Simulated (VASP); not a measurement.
Crystal: ZrC.

```xyz
2
Lattice="0.0000 2.3650 2.3650 2.3650 0.0000 2.3650 2.3650 2.3650 0.0000" Properties=species:S:1:pos:R:3 pbc="T T T"
Zr    2.3650    2.3650    2.3650
C     0.0000    0.0000    0.0000
```

| Property | Result |
| --- | --- |
| Program | VASP 6.6.1 |
| Task | relaxation of cell and atoms |
| Functional | LDA |
| Potentials or basis | VASP PAW LDA potentials, release 64 (Zr_sv, C) |
| Cutoff | 600 eV |
| k mesh | 14 × 14 × 14 |
| Occupations | methfessel-paxton, width 0.1 eV |
| Spin | no spin polarisation |

At the start: pressure -12.0 GPa; volume 13.23 Å³/atom.

Q: How do energy, volume and symmetry change on relaxing?

A: Over 4 steps the energy falls by 27.5 meV/atom and the volume is 12.53 Å³/atom (-5.3 %); space group Fm-3m (No. 225, to 0.05 Å).

Step by step:
| step | energy change (eV) | largest force (eV/Å) | pressure (GPa) | volume (Å³) |
| --- | --- | --- | --- | --- |
| 1 | 0.0000 | 0.0000 | -12.01 | 26.46 |
| 2 | 0.1211 | 0.0000 | 27.49 | 22.84 |
| 3 | -0.0549 | 0.0000 | -0.38 | 25.09 |
| 4 | -0.0550 | 0.0000 | -0.05 | 25.06 |

Final structure:
```cif
data_structure
_symmetry_space_group_name_H-M 'P 1'
_symmetry_Int_Tables_number 1
_cell_length_a 3.2847
_cell_length_b 3.2847
_cell_length_c 3.2847
_cell_angle_alpha 60.000
_cell_angle_beta 60.000
_cell_angle_gamma 60.000
_cell_volume 25.06
loop_
_atom_site_label
_atom_site_type_symbol
_atom_site_fract_x
_atom_site_fract_y
_atom_site_fract_z
_atom_site_occupancy
Zr1 Zr 0.50000 0.50000 0.50000 1
C1 C 0.00000 0.00000 0.00000 1
```
